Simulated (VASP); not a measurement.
Here is the system:

```xyz
2
Lattice="0.0000 2.7505 2.7505 2.7505 0.0000 2.7505 2.7505 2.7505 0.0000" Properties=species:S:1:pos:R:3 pbc="T T T"
Ga     0.0000     0.0000     0.0000
P      1.3752     1.3752     1.3752
```

Calculation: modified Becke-Johnson potential (mBJ), VASP's PBE PAW potentials (set 64) (plane waves; VASP). Run with 400 eV cut-off, 6×6×6 Γ-centred mesh, Gaussian smearing of 0.050 eV, potentials Ga_d P.

mBJ is a potential without an energy functional, so only the levels count.

Estimate the band gap (over mesh and band path) with the smallest direct gap where there is one.

```yaml
band gap (over mesh and band path): 2.44 eV
smallest direct gap (over mesh and band path): 2.73 eV
```

The structure comes from a computed database's GaP entry (F-43m); how it stands against other phases isn't given here. It was relaxed first. The cell's shape comes from a PBE relaxation.
